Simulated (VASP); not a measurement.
An input for Quantum ESPRESSO's pw.x (written as the equivalent of a VASP run, and not itself run):

```
&CONTROL
  calculation = 'scf'
  pseudo_dir = './pseudo'
  outdir = './out'
  tprnfor = .true.
  tstress = .true.
/
&SYSTEM
  ibrav = 0
  nat = 2
  ntyp = 1
  ecutwfc = 72
  occupations = 'tetrahedra'
  input_dft = 'pbe'
  vdw_corr = 'grimme-d3'
  dftd3_version = 3
  dftd3_threebody = .false.
/
&ELECTRONS
  conv_thr = 7.3e-09
  electron_maxstep = 100
/
ATOMIC_SPECIES
  Y 88.906 Y.upf
CELL_PARAMETERS angstrom
     1.8064080   -3.1287908    0.0000000
     1.8064080    3.1287908    0.0000000
     0.0000000   -0.0000000    5.5544052
ATOMIC_POSITIONS crystal
  Y    0.3333330  0.6666670  0.2500000
  Y    0.6666670  0.3333330  0.7500000
K_POINTS automatic
  13 13 8 0 0 0
```

Task: Translate this input to VASP (INCAR, KPOINTS, POSCAR, choice of POTCAR).

Result: This is not unique; one that fits is 
File POSCAR:
```
Y
1
    1.8064080490    -3.1287907878     0.0000000000
    1.8064080490     3.1287907878     0.0000000000
    0.0000000000    -0.0000000000     5.5544052459
Y
2
Direct
  0.3333330000   0.6666670000   0.2500000000
  0.6666670000   0.3333330000   0.7500000000
```

KPOINTS:
```
Automatic mesh
0
G
 13 13 8
0 0 0
```

### INCAR
```
SYSTEM = Y
PREC = Accurate
ENCUT = 520
EDIFF = 1E-7
NELM = 100
ALGO = Normal
LREAL = .FALSE.
LASPH = .TRUE.
ISMEAR = -5
GGA = PE
IVDW = 11
LMAXMIX = 4
LWAVE = .FALSE.
LCHARG = .TRUE.
LORBIT = 11
NEDOS = 601
ISIF = 2
```

POTCAR, in this order: Y_sv (PBE.64 set). Program: vasp_std.

Limits of the translation: the potentials are each code's own (VASP's PAW set, PseudoDojo norm-conserving files in pw.x), so ENCUT and ecutwfc are chosen apart and not converted; conv_thr bounds pw.x's estimated SCF error, while EDIFF bounds the energy change between steps.

The compound is Y in the hcp structure. It was relaxed first, which changed the volume by -5 %.
